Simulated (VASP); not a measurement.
The system is ReSb2.

```
Re Sb
1.0
     0.00000    3.20906    3.20906
     3.20906    0.00000    3.20906
     3.20906    3.20906    0.00000
Re Sb
1 2
Direct
  0.00000 0.00000 0.00000
  0.25000 0.25000 0.25000
  0.75000 0.75000 0.75000
```

The cell comes from a database or a generator and needn't be the stable form of this composition.

The cell isn't the ideal one: cell and atoms relaxed from a first guess.

```yaml
Program: VASP 6.6.1
Task: relaxation of cell and atoms
Functional: PBE
Potentials_or_basis: VASP PAW PBE potentials, release 64 (Re, Sb)
Cutoff: 600 eV
k_mesh: 9 × 9 × 9
Occupations: fermi-dirac, width 0.05 eV
Spin: no spin polarisation
```

At the start: pressure 4.7 GPa; volume 22.03 Å³/atom.

Problem. Where does the relaxation end?

Solution. Over 4 steps the energy falls by 11.9 meV/atom and the volume is 22.86 Å³/atom (+3.8 %); space group Fm-3m (No. 225, to 0.05 Å).

The path:
| step | energy change (eV) | largest force (eV/Å) | pressure (GPa) | volume (Å³) |
| --- | --- | --- | --- | --- |
| 1 | 0.0000 | 0.0000 | 4.73 | 66.09 |
| 2 | 0.0364 | 0.0000 | -5.56 | 72.52 |
| 3 | -0.0356 | 0.0000 | -0.05 | 68.64 |
| 4 | -0.0356 | 0.0000 | 0.01 | 68.59 |

Final structure:
```xyz
3
Lattice="0.0000 3.2489 3.2489 3.2489 0.0000 3.2489 3.2489 3.2489 0.0000" Properties=species:S:1:pos:R:3 pbc="T T T"
Re    0.0000    0.0000    0.0000
Sb    1.6244    1.6244    1.6244
Sb    4.8733    4.8733    4.8733
```
